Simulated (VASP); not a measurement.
Given:

```
CsI
1.0
    4.57284     0.00000     0.00000
    0.00000     4.57284     0.00000
    0.00000     0.00000     4.57284
Cs I
1 1
Direct
  0.00000   0.00000   0.00000
  0.50000   0.50000   0.50000
```

Computed with PBE GGA, VASP's PBE PAW potentials (set 64) (plane waves; VASP). Numerical set-up: 300 eV cut-off, 7×7×7 Γ-centred mesh, Gaussian smearing of 0.050 eV, potentials Cs_sv I.

At this cut-off the stress carries a Pulay error, which pulls relaxed volumes low. Energy and stress use the plane-wave basis of the starting cell.

The ions, cell shape and volume are relaxed. Predict the relaxed structure.

```
CsI
1.0
    4.66677     0.00000     0.00000
    0.00000     4.66677     0.00000
    0.00000     0.00000     4.66677
Cs I
1 1
Direct
  0.00000   0.00000   0.00000
  0.50000   0.50000   0.50000
```
Space group Pm-3m (221), at a tolerance of 0.03 Å.

How do energy and volume change from the first to the last step?

The energy (σ→0) changes by -6.2 meV/atom and the volume by +6.3 %, in 4 ionic steps.

The structure comes from a computed database's CsI entry; how it stands against other phases isn't given here. This run relaxes it. Symmetry was kept, so distortions that lower it aren't found. The run is one of a series of settings (EDIFFG = -0.01, IBRION = 2, ISIF = 3, NSW = 50 against the base run), some of them coarse on purpose.
